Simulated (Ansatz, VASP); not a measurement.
# SnAs: VASP beside Ansatz, part 2 of 2

Wanted: the spread between two codes on one cell, functional and k mesh. The cell is taken from a series of runs on this material, whose earlier steps may have relaxed, scaled, displaced or heated it; both programs get it as it stands.

VASP 6.6.1 and Ansatz 0.2.0.

So far: The starting structure; Ansatz: relaxation of cell and atoms, LDA; VASP: relaxation of cell and atoms, LDA; Differences.

### 5. Ansatz: elastic constants, LDA

Level of this step: Ansatz beside VASP: Kohn-Sham DFT, plane waves, LDA (Ansatz).

Elastic constants are differences of stresses under small strains, so they test the stress and the mesh.

The cell is taken from a series of runs on this material, whose earlier steps may have relaxed, scaled, displaced or heated it; both programs get it as it stands.

Input file input.yaml:

```yaml
crystal:
  lattice:
    - [0.0, 2.836250058, 2.836250058]
    - [2.836250058, 0.0, 2.836250058]
    - [2.836250058, 2.836250058, 0.0]
  atoms:
    - { symbol: Sn, position: [0.5, 0.5, 0.5] }
    - { symbol: As, position: [0.0, 0.0, 0.0] }
kpoints:
  mp_grid: { grid: [16, 16, 16] }
hamiltonian:
  xc: lda
scf:
  occupations: { method: fermi_dirac, width: 0.15 }
output:
  forces: true
  stress: true
  eigenvalues: true
elastic:
  mode: relaxed_ion
  amplitude: 0.01
```

The run is started by

```sh
$ ansatz run input.yaml --threads 8 --pin off --max-ram 14336MiB --backend cpu --events-out ev --progress --plain --runs-dir out
```

Numbers of over 12 decimals in the logs are rounded to 6 here.

The program printed:

```text
band count auto-derived: 20 (N_el = 29.0; filled up to band 15; 19 by the electrons, moments and atoms)
[...]
Crystal: 2 atoms, lattice volume = 45.631 Å³
Basis set: ecut = 420 eV, 893 PW (Γ)
Bands: 20, of which v1, the nominal top of the filled ones, is band 15 counted from 1 (14 counted from 0)
Symmetry: 48 space group operations
[...]
k-points: 145 of 4096
[...]
-1.000e-2      -0.2776      -10653.4085109       5  204112    911   relax 0 steps, max|allowed force component| 3.87e-29 eV/Å
     1.000e-2       0.2776      -10653.4085109       5  199143    911   relax 0 steps, max|allowed force component| 2.37e-29 eV/Å
     2.000e-2       0.5540      -10653.4073256       8  226502    910   relax 0 steps, max|allowed force component| 2.45e-29 eV/Å
[key lines of the parts left out:]
SCF converged after 11 iterations
Free energy (F): -10653.408908 eV
Fermi energy:    11.154045 eV
P = ⅓ Tr σ = -0.0003 GPa (-0.003 kbar)
```

### 6. VASP: elastic constants, LDA

The same cell, functional (in two slightly different forms), mesh and smearing now go to VASP, with its own data sets.

Input file INCAR:

```
SYSTEM = SnAs
PREC = Accurate
ENCUT = 500
EDIFF = 1E-08
NELM = 120
ISMEAR = -1
SIGMA = 0.15
LREAL = .FALSE.
ALGO = Normal
GGA = CA
NBANDS = 15
LORBIT = 11
LWAVE = .FALSE.
LCHARG = .FALSE.
ISIF = 3
IBRION = 6
NFREE = 2
POTIM = 0.015
NSW = 1
LASPH = .TRUE.
GGA_COMPAT = .FALSE.
KPAR = 2
```

Input file POSCAR:

```
SnAs
1.0
    0.0000000000      2.8362500580      2.8362500580
    2.8362500580      0.0000000000      2.8362500580
    2.8362500580      2.8362500580      0.0000000000
Sn As
1 1
Direct
    0.5000000000      0.5000000000      0.5000000000
    0.0000000000      0.0000000000      0.0000000000
```

Input file KPOINTS:

```
Automatic mesh
0
Gamma
16 16 16
0 0 0
```

Potentials, in the order of the species: Sn_d and As (LDA family, release 64).

The run is started by

```sh
$ mpirun -np 2 vasp_std
```

The program printed:

```text
[... set-up lines as in an earlier step ...]
 entering main loop
       N       E                     dE             d eps       ncg     rms          rms(c)
DAV:   1     0.108543518884E+03    0.10854E+03   -0.94929E+03  4420   0.159E+03
DAV:   2    -0.161908347265E+01   -0.11016E+03   -0.10733E+03  4686   0.369E+02
DAV:   3    -0.100244195341E+02   -0.84053E+01   -0.83296E+01  5617   0.846E+01
DAV:   4    -0.102059948126E+02   -0.18158E+00   -0.18144E+00  4945   0.136E+01
[...]
DAV:  11    -0.100868961656E+02    0.13165E-05   -0.64146E-06  6705   0.233E-02    0.881E-03
DAV:  12    -0.100868962012E+02   -0.35592E-07   -0.11357E-06  5652   0.132E-02    0.293E-03
DAV:  13    -0.100868961982E+02    0.30091E-08   -0.32053E-08  5155   0.169E-03
   1 F= -.10086896E+02 E0= -.10060874E+02  d E =-.520440E-01
[... from here on, the cycles between the ionic steps are left out ...]
   2 F= -.10082510E+02 E0= -.10055868E+02  d E =-.532834E-01
   3 F= -.10080267E+02 E0= -.10054809E+02  d E =-.509160E-01
   9 F= -.10086017E+02 E0= -.10059951E+02  d E =-.521333E-01
  10 F= -.10086017E+02 E0= -.10059951E+02  d E =-.521333E-01
  11 F= -.10086017E+02 E0= -.10059951E+02  d E =-.521333E-01
  12 F= -.10086017E+02 E0= -.10059951E+02  d E =-.521333E-01
  13 F= -.10086017E+02 E0= -.10059951E+02  d E =-.521333E-01
  14 F= -.10086712E+02 E0= -.10060686E+02  d E =-.520510E-01
  15 F= -.10086712E+02 E0= -.10060686E+02  d E =-.520510E-01
  16 F= -.10086711E+02 E0= -.10060685E+02  d E =-.520510E-01
  17 F= -.10086711E+02 E0= -.10060685E+02  d E =-.520510E-01
 Finite differences progress:
  Degree of freedom:   8/  8
  Displacement:        2/  2
  Total:              16/ 16
```

Parts of OUTCAR (step 6):

```text
  Total        0.0602381      0.0512900      0.0512900     -0.0000000     -0.0000000      0.0000000
  in kB        2.1150377      1.8008575      1.8008575     -0.0000000     -0.0000000      0.0000000
  external PRESSURE =       1.9055843 kB  Pullay stress =       0.0000000 kB

 POSITION                                       TOTAL-FORCE (eV/Angst)
 -----------------------------------------------------------------------------------
      2.83625      2.83625      2.83625        -0.024802      0.000000      0.000000
     -0.01500      0.00000      0.00000         0.024802      0.000000      0.000000
 -----------------------------------------------------------------------------------
    total drift:                                0.000031      0.000000      0.000000

  FREE ENERGIE OF THE ION-ELECTRON SYSTEM (eV)
  ---------------------------------------------------
  free  energy   TOTEN  =       -10.0867105358 eV

  energy  without entropy=      -10.0346594882  energy(sigma->0) =      -10.06068501

[... 1 part as in an earlier step ...]

[... 2 further parts left out ...]
[key lines of the parts left out:]
E-fermi :   7.2042
```

Levels, forces or a CONTCAR printed for this step are those of its last displaced cell, not of the structure at rest.

### 7. Comparison

What differs besides the data sets and the points named for the pairs above, as far as they apply: the data sets hold 29 valence electrons in Ansatz (on its default PAW (the set named soft_2) files) and 19 in VASP; VASP takes each elastic constant from one size of strain, Ansatz from those that its log lists. Total energies have different zeros and are not compared.

Compared:

| quantity | Ansatz | VASP | difference |
| --- | --- | --- | --- |
| C11 (GPa) | 169.5 | 172.0 | -1.45 % |
| C22 (GPa) | 169.5 | 172.0 | -1.45 % |
| C33 (GPa) | 169.5 | 172.0 | -1.45 % |
| C12 (GPa) | 29.8 | 30.3 | -1.58 % |
| C13 (GPa) | 29.8 | 30.3 | -1.58 % |
| C23 (GPa) | 29.8 | 30.3 | -1.58 % |
| C44 (GPa) | 27.8 | 27.6 | +0.66 % |
| C55 (GPa) | 27.8 | 27.6 | +0.66 % |
| C66 (GPa) | 27.8 | 27.6 | +0.66 % |

### 8. What came out

```yaml
difference_in_volume_relaxation_of_cell_and_atoms_lda: -0.25 %
difference_in_c12_elastic_constants_lda: -1.6 %
```

**Reading.** The difference in C12 is -1.6 % (elastic constants, LDA), within the 5 % picked in this series as the mark of a large difference. The data sets hold unlike numbers of valence electrons (29 in Ansatz and 19 in VASP), so part of the differences comes from the potentials. Such differences can come from data sets, numerical settings and the points named under the comparisons, not from the functional's error against experiment.

[Lines on the potential files, build, host, timing and source positions are cut from VASP's logs without a mark.]

[Logs are printed without paths, hosts, clocks, repeated set-up lines and the standing remarks that a program may print on its own settings, such as how far it seeks lower states.]

[Hosts, paths, dates, database ids (printed as entryN), source tags and the programs' standing remarks are cut or masked in the printed files.]
